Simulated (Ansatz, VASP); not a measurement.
## Sc3Ge5 in VASP and in Ansatz

```
Sc Ge
1.0
    -3.32256    3.32256    3.32256
     3.32256   -3.32256    3.32256
     3.32256    3.32256   -3.32256
Sc Ge
3 5
Direct
  0.00000 0.50000 0.50000
  0.50000 0.50000 0.00000
  0.50000 0.00000 0.50000
  0.00000 0.00000 0.00000
  0.00000 0.00000 0.50000
  0.00000 0.50000 0.00000
  0.50000 0.00000 0.00000
  0.50000 0.50000 0.50000
```

Change from the starting cell: species swapped into the Fe5Co3 type (Im-3m, No. 229).

Alike in both runs: task relaxation of cell and atoms; functional PBE; k mesh 8 × 8 × 8; occupations gaussian, width 0.1 eV; no spin polarisation.

```csv
,VASP,Ansatz
version,VASP 6.6.1,Ansatz 0.2.0
potentials or method,"VASP PAW PBE potentials, release 64 (Sc_sv, Ge_d)","scalar-relativistic, plane waves, PAW"
plane-wave cutoff (eV),600,420
valence electrons in the cell,103,103
```

Ansatz gave:

| Item | Value |
| --- | --- |
| gap on the k mesh at the Fermi level, each at its own relaxed structure (eV) | none |
| relaxed volume (Å³/atom) | 18.96 |
| relaxed cell length with the largest relative difference (Å) | 5.819 |
| energy change over the relaxation (meV/atom) | -5 |

Task: Which values does VASP return?

Result: gap on the k mesh at the Fermi level, each at its own relaxed structure (eV): none; relaxed volume (Å³/atom): 19.00; relaxed cell length with the largest relative difference (Å): 5.823; energy change over the relaxation (meV/atom): -6.

A gap of «none» marks a metal or a gap that the smearing closes.
